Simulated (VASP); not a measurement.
```
MoS2
1.0
    1.60147    -2.77383     0.00000
    1.60147     2.77383     0.00000
    0.00000     0.00000    16.22309
Mo S
2 4
Direct
  0.33333   0.66667   0.25000
  0.66667   0.33333   0.75000
  0.33333   0.66667   0.84628
  0.66667   0.33333   0.34628
  0.66667   0.33333   0.15372
  0.33333   0.66667   0.65372
```

The numbers are results of revPBE GGA, VASP's PBE PAW potentials (set 64) (plane waves; VASP), not measurements. Numerical set-up: 520 eV cut-off, 9×9×2 Γ-centred mesh, tetrahedra with Blöchl corrections, potentials Mo_sv S.

The cores are frozen, which limits the accuracy of field gradients. Without a dispersion term in the relaxation, distances and binding between the weakly bound layers, chains or molecules are unreliable, and so is what depends on them.

Give the principal components of the electric field gradient (V/Å²) and the asymmetry η at each nucleus.

```csv
atom,Vxx,Vyy,Vzz,η
Mo1,40.0,40.0,-79.9,0.00
Mo2,40.0,40.0,-79.9,0.00
S3,28.0,28.0,-56.1,0.00
S4,28.0,28.0,-56.1,0.00
S5,28.0,28.0,-56.1,0.00
S6,28.0,28.0,-56.1,0.00
```

The compound is MoS2 in the 2H layered structure. It was relaxed first, which changed the volume by +36 %.
